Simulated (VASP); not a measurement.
Input:

```
CELL_PARAMETERS angstrom
      0.00000     3.14422     3.14422
      3.14422     0.00000     3.14422
      3.14422     3.14422     0.00000
ATOMIC_POSITIONS crystal
  Ba 0.00000 0.00000 0.00000
  F  0.25000 0.25000 0.25000
  F  0.75000 0.75000 0.75000
```

Level of theory: PBE GGA, VASP's PBE PAW potentials (set 64) (plane waves; VASP 6.6.1). Numerical set-up: 520 eV cut-off, 6×6×6 Γ-centred mesh, Gaussian smearing of 0.050 eV, potentials Ba_sv F.

Question: Estimate the energy per atom (σ→0).

Answer: 
The energy per atom (σ→0) is -5.710 eV/atom.

Total energies compare only between runs with the same potentials, cut-off and functional.

The compound is BaF2 in the fluorite structure. It was relaxed first.
